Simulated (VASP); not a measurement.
Level of theory: r2SCAN meta-GGA, VASP's PBE PAW potentials (set 64) (plane waves; VASP 6.6.1).

VASP input:

### KPOINTS_OPT
```
k-points along high-symmetry lines
7
Line-mode
Reciprocal
  0.000000   0.000000   0.000000 ! GAMMA
  0.000000   0.000000   0.500000 ! X

  0.000000   0.000000   0.500000 ! X
 -0.500000   0.500000   0.500000 ! M

 -0.500000   0.500000   0.500000 ! M
  0.000000   0.000000   0.000000 ! GAMMA

  0.000000   0.000000   0.000000 ! GAMMA
  0.328553   0.328553  -0.328553 ! Z

 -0.328553   0.671447   0.328553 ! Z_0
 -0.500000   0.500000   0.500000 ! M

  0.000000   0.000000   0.500000 ! X
  0.250000   0.250000   0.250000 ! P

  0.250000   0.250000   0.250000 ! P
  0.000000   0.500000   0.000000 ! N

  0.000000   0.500000   0.000000 ! N
  0.000000   0.000000   0.000000 ! GAMMA
```

### KPOINTS
```
Automatic mesh
0
Gamma
17 17 17
0 0 0
```

INCAR:
```
SYSTEM = Si
NEDOS = 601   # DOS grid
ENCUT = 400   # plane-wave cut-off (eV)
ISIF = 2   # forces and stress, cell fixed
LREAL = .False.   # projection in real space or not
LWAVE = .False.
ALGO = Normal
METAGGA = R2SCAN
LORBIT = 11   # lm-projected
PREC = Accurate
LASPH = .True.   # aspherical one-centre terms
LCHARG = .False.
EDIFF = 1E-7   # SCF stop (eV)
NELM = 100   # most electronic steps
LMIXTAU = .True.
ISMEAR = -5
```

File POSCAR:
```
Si
3.6324330
 -0.6575771582   0.6575771582   0.3676745925
  0.6575771582  -0.6575771582   0.3676745925
  0.6575771582   0.6575771582  -0.3676745925
Si
2
Cart
  0.6575771582   0.0000000000   0.1838372962
  0.0000000000   0.0000000000   0.3676745925
```

POTCAR, in this order: Si (PBE.64 set). Program: vasp_std.

Output of the run:

**OSZICAR**
```
       N       E                     dE             d eps       ncg     rms          rms(c)
DAV:   1    -0.505547936739E+01   -0.50555E+01   -0.30873E+03  6536   0.699E+02
DAV:   2    -0.176110504176E+02   -0.12556E+02   -0.12275E+02  9376   0.705E+01
DAV:   3    -0.177510034708E+02   -0.13995E+00   -0.13982E+00  8792   0.910E+00
DAV:   4    -0.177514945960E+02   -0.49113E-03   -0.48440E-03  9992   0.459E-01
DAV:   5    -0.177514952942E+02   -0.69813E-06   -0.68908E-06  8928   0.102E-02    0.528E+00
DAV:   6    -0.166379343834E+02    0.11136E+01   -0.21166E-01  6968   0.366E+00    0.352E+00
DAV:   7    -0.168234489940E+02   -0.18551E+00   -0.11596E-01  6576   0.348E+00    0.523E-01
DAV:   8    -0.166799467234E+02    0.14350E+00   -0.87748E-02  6616   0.258E+00    0.204E-01
DAV:   9    -0.166820626859E+02   -0.21160E-02   -0.25476E-03  9800   0.588E-01    0.511E-02
DAV:  10    -0.166813535417E+02    0.70914E-03   -0.75921E-04  7144   0.362E-01    0.346E-02
DAV:  11    -0.166820376480E+02   -0.68411E-03   -0.50325E-04  6776   0.338E-01    0.147E-02
DAV:  12    -0.166820849599E+02   -0.47312E-04   -0.23482E-05  9056   0.524E-02    0.825E-03
DAV:  13    -0.166821195596E+02   -0.34600E-04   -0.27673E-05  6920   0.467E-02    0.563E-03
DAV:  14    -0.166821238321E+02   -0.42725E-05   -0.18277E-06  9040   0.167E-02    0.321E-03
DAV:  15    -0.166821242666E+02   -0.43448E-06   -0.10967E-06  8856   0.109E-02    0.125E-03
DAV:  16    -0.166821221303E+02    0.21363E-05   -0.36436E-07  6944   0.640E-03    0.330E-04
DAV:  17    -0.166821233081E+02   -0.11778E-05   -0.14839E-07  6304   0.534E-03    0.149E-04
DAV:  18    -0.166821230235E+02    0.28457E-06   -0.28116E-09  3696   0.627E-04    0.749E-05
DAV:  19    -0.166821232331E+02   -0.20956E-06   -0.24869E-09  3592   0.450E-04    0.221E-05
DAV:  20    -0.166821231550E+02    0.78082E-07   -0.24531E-10  3576   0.220E-04
   1 F= -.16682123E+02 E0= -.16682123E+02  d E =0.000000E+00
       N       E                     dE             ncg
```

**OUTCAR**
```
------------------------ aborting loop because EDIFF is reached ----------------------------------------
  FORCE on cell =-STRESS in cart. coord.  units (eV):
  Direction    XX          YY          ZZ          XY          YZ          ZX
  --------------------------------------------------------------------------------------
  Total        0.0548291      0.0548291     -0.0890582      0.0000000     -0.0000000      0.0000000
  in kB        2.8821174      2.8821174     -4.6813891      0.0000000     -0.0000000      0.0000000
  external PRESSURE =       0.3609486 kB  Pullay stress =       0.0000000 kB
  volume of cell :       30.48
      direct lattice vectors                 reciprocal lattice vectors
    -2.388604969  2.388604969  1.335553323     0.000000000  0.209327204  0.374376666
     2.388604969 -2.388604969  1.335553323     0.209327204  0.000000000  0.374376666
     2.388604969  2.388604969 -1.335553323     0.209327204  0.209327204  0.000000000
 POSITION                                       TOTAL-FORCE (eV/Angst)
 -----------------------------------------------------------------------------------
      2.38860      0.00000      0.66778        -0.000000      0.000000     -0.000000
      0.00000      0.00000      1.33555         0.000000     -0.000000      0.000000
 -----------------------------------------------------------------------------------
    total drift:                               -0.000000      0.000000     -0.000000
  FREE ENERGIE OF THE ION-ELECTRON SYSTEM (eV)
  ---------------------------------------------------
  free  energy   TOTEN  =       -16.6821231550 eV

  energy  without entropy=      -16.6821231550  energy(sigma->0) =      -16.68212316

 total charge

# of ion       s       p       d       tot
------------------------------------------
    1        0.782   0.842   0.000   1.624
    2        0.782   0.842   0.000   1.624
--------------------------------------------------
tot          1.564   1.683   0.000   3.247
```
(Selected blocks of OUTCAR.)

For a metal the tetrahedron method with Blöchl corrections gives inexact stress and forces.

The structure comes from a computed database's Si entry (I4_1/amd); how it stands against other phases isn't given here. It was relaxed first.
